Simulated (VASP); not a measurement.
Output of a VASP run:

File OSZICAR:
```
       N       E                     dE             d eps       ncg     rms          rms(c)
DAV:   1     0.239197311343E+03    0.23920E+03   -0.15896E+04  2344   0.142E+03
DAV:   2    -0.145028151336E+02   -0.25370E+03   -0.24895E+03  2492   0.441E+02
DAV:   3    -0.197481164637E+02   -0.52453E+01   -0.50498E+01  2440   0.676E+01
DAV:   4    -0.198006693623E+02   -0.52553E-01   -0.52458E-01  2880   0.619E+00
DAV:   5    -0.198015516099E+02   -0.88225E-03   -0.88217E-03  2504   0.654E-01    0.153E+01
DAV:   6    -0.184756879209E+02    0.13259E+01   -0.38393E+00  2328   0.200E+01    0.349E+00
DAV:   7    -0.184033646506E+02    0.72323E-01   -0.23033E-01  2364   0.432E+00    0.930E-01
DAV:   8    -0.183958091443E+02    0.75555E-02   -0.58677E-03  2376   0.895E-01    0.250E-01
DAV:   9    -0.183956075008E+02    0.20164E-03   -0.68934E-04  2892   0.286E-01    0.427E-02
DAV:  10    -0.183956194881E+02   -0.11987E-04   -0.29294E-05  2512   0.490E-02    0.126E-02
DAV:  11    -0.183956204917E+02   -0.10037E-05   -0.56280E-06  2358   0.225E-02    0.379E-03
DAV:  12    -0.183956199396E+02    0.55216E-06   -0.19033E-07  1172   0.343E-03
   1 F= -.18395620E+02 E0= -.18395683E+02  d E =0.188826E-03
```

File OUTCAR:
```
------------------------ aborting loop because EDIFF is reached ----------------------------------------
  FORCE on cell =-STRESS in cart. coord.  units (eV):
  Direction    XX          YY          ZZ          XY          YZ          ZX
  --------------------------------------------------------------------------------------
  Total       -2.5403501     -2.5403513     -2.6444610      0.0000000      0.0000000      0.0000000
  in kB     -140.8933696   -140.8934377   -146.6675887      0.0000000      0.0000000      0.0000000
  external PRESSURE =    -142.8181320 kB  Pullay stress =       0.0000000 kB
  volume of cell :       28.89
      direct lattice vectors                 reciprocal lattice vectors
     1.382100000 -2.393868000  0.000000000     0.361768324 -0.208866988  0.000000000
     1.382100000  2.393868000  0.000000000     0.361768324  0.208866988  0.000000000
     0.000000000  0.000000000  4.365600000     0.000000000  0.000000000  0.229063588
 POSITION                                       TOTAL-FORCE (eV/Angst)
 -----------------------------------------------------------------------------------
      1.38210      0.79796      1.09140        -0.000000     -0.000000      0.000000
      1.38210     -0.79796      3.27420         0.000000      0.000000      0.000000
 -----------------------------------------------------------------------------------
    total drift:                               -0.000000      0.000536     -0.000045
  FREE ENERGIE OF THE ION-ELECTRON SYSTEM (eV)
  ---------------------------------------------------
  free  energy   TOTEN  =       -18.3956199396 eV

  energy  without entropy=      -18.3958087660  energy(sigma->0) =      -18.39568288
```
(Selected blocks of OUTCAR.)

POSCAR:
```
Ru
1
    1.3821000000    -2.3938680000     0.0000000000
    1.3821000000     2.3938680000     0.0000000000
    0.0000000000     0.0000000000     4.3656000000
Ru
2
Direct
  0.3333330000   0.6666670000   0.2500000000
  0.6666670000   0.3333330000   0.7500000000
```

Q: Write an INCAR and KPOINTS that could have produced this output.

A: Several could match; the one computed here: the input of the run itself, PBE GGA, plane waves, VASP's PBE PAW potentials (set 64).

KPOINTS:
```
Automatic mesh
0
Gamma
11 11 6
0 0 0
```

### INCAR
```
ALGO = Normal
SIGMA = 0.1   # width (eV)
LMAXMIX = 4
LASPH = .TRUE.   # aspherical one-centre terms
ENCUT = 400
GGA = PE   # PBE
ISMEAR = 1   # Methfessel-Paxton
SYSTEM = Ru
LWAVE = .FALSE.
PREC = Accurate
NELM = 100
ISIF = 2   # forces and stress, cell fixed
LREAL = .FALSE.
EDIFF = 1E-6   # SCF stop (eV)
LCHARG = .FALSE.
```

POTCAR, in this order: Ru_pv (PBE.64 set). Program: vasp_std.

The compound is Ru in the hcp structure. The cell was not relaxed at this level.
